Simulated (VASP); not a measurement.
Data:

```
GaN
1.0
    1.60958    -2.78787     0.00000
    1.60958     2.78787     0.00000
    0.00000     0.00000     5.23962
Ga N
2 2
Direct
  0.66667   0.33333   0.50004
  0.33333   0.66667   0.00004
  0.66667   0.33333   0.87696
  0.33333   0.66667   0.37696
```

Computed with PBE GGA, VASP's PBE PAW potentials (set 64) (plane waves; VASP). Run with 600 eV cut-off, 8×8×4 Γ-centred mesh, Gaussian smearing of 0.050 eV, potentials Ga_d N.

What does the run give for the energy per atom (σ→0)?

```yaml
energy per atom (σ→0): -6.083 eV/atom
```

The compound is GaN in the wurtzite structure. It was relaxed first.
